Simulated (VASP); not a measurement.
Runs of VASP 6.6.1 on MnSiSe3. It takes space group Pm-3m (No. 221, cubic). The conventional cell has a = 4.834 Å, b = 4.834 Å, c = 4.834 Å, α = 90.00°, β = 90.00°, γ = 90.00°. Around Mn (site symmetry m-3m) lie 12 Se at 3.42 Å. Around Si (site symmetry m-3m) lie 6 Se at 2.42 Å. Se (site symmetry 4/mmm) is surrounded by 2 Si at 2.42 Å. The cell was built by a generator and needn't be a form met in nature.

```csv
level,gap on the mesh (eV),pressure (GPa),moment (μB),relaxed volume (Å³/atom)
PBEsol+D4,none,0.0,5.23,(a)
PBEsol+rVV10,none,0.0,5.25,21.56
PBEsol,none,0.0,5.26,(b)
PBEsol+D3,none,0.0,5.23,21.24
```

Alike in all rows: task relaxation of cell and atoms; potentials or basis VASP PAW PBE potentials, release 64 (Mn_pv, Si, Se); spin collinear, ferromagnetic start; cell relaxed; k mesh 5 × 5 × 5; cutoff (eV) 600; smearing fermi-dirac 0.05 eV.

Q: Fill in the values left out.

A: (a) 21.17; (b) 21.66.

Caveats: the PAW data sets were made with another functional, which shifts forces and pressure a little; a cell with one magnetic atom can't hold antiferromagnetic order, which such compounds often take; semilocal functionals often make such compounds metallic where correlation or magnetic order opens a gap, which also shifts bond lengths; pairwise dispersion overbinds metals, which lowers pressure and volume (some runs).

A k mesh can miss the band edges, and the runs leave out spin-orbit coupling on Se.

A gap of «none» marks a metal or a gap under the smearing width.
